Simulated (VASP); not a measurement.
VASP ran on this input.

File KPOINTS:
```
Regular mesh
0
Gamma
6 6 4
```

File POSCAR:
```
CdTe
1
    4.6715555420     0.0000000000     0.0000000000
   -2.3357777710     4.0456858310     0.0000000000
    0.0000000000    -0.0000000000     7.6405061374
Cd Te
2 2
Direct
  0.3333330000   0.6666670000   0.0000089536
  0.6666670000   0.3333330000   0.5000089536
  0.3333330000   0.6666670000   0.3749910464
  0.6666670000   0.3333330000   0.8749910464
```

### INCAR
```
ALGO = Normal
EDIFF = 1E-7
ENCUT = 400
GGA = PE
ISIF = 2
ISMEAR = -5
LASPH = .TRUE.
LCHARG = .TRUE.
LEFG = .TRUE.
LMAXMIX = 4
LORBIT = 11
LREAL = .FALSE.
LWAVE = .FALSE.
NEDOS = 601
NELM = 100
PREC = Accurate
SYSTEM = CdTe
```

POTCAR, in this order: Cd Te (PBE.64 set). Program: vasp_std.

**Question.** Write an equivalent input for Quantum ESPRESSO's pw.x.

**Answer.** One equivalent input (not run):
```
&CONTROL
  calculation = 'scf'
  pseudo_dir = './pseudo'
  outdir = './out'
  tprnfor = .true.
  tstress = .true.
/
&SYSTEM
  ibrav = 0
  nat = 4
  ntyp = 2
  ecutwfc = 102
  occupations = 'tetrahedra'
  input_dft = 'pbe'
/
&ELECTRONS
  conv_thr = 7.3e-09
  electron_maxstep = 100
/
ATOMIC_SPECIES
  Cd 112.414 Cd.upf
  Te 127.600 Te.upf
CELL_PARAMETERS angstrom
     4.6715555    0.0000000    0.0000000
    -2.3357778    4.0456858    0.0000000
     0.0000000   -0.0000000    7.6405061
ATOMIC_POSITIONS crystal
  Cd   0.3333330  0.6666670  0.0000090
  Cd   0.6666670  0.3333330  0.5000090
  Te   0.3333330  0.6666670  0.3749910
  Te   0.6666670  0.3333330  0.8749910
K_POINTS automatic
  6 6 4 0 0 0
```
The two are equivalent in intent, not identical: the potentials are each code's own (VASP's PAW set, PseudoDojo norm-conserving files in pw.x), so ENCUT and ecutwfc are chosen apart and not converted; conv_thr bounds pw.x's estimated SCF error, while EDIFF bounds the energy change between steps; the field gradients of LEFG aren't asked of the other code.

The structure was generated: CdTe was put into the wurtzite type (P6_3mc), which need not be its known phase. It was relaxed first.
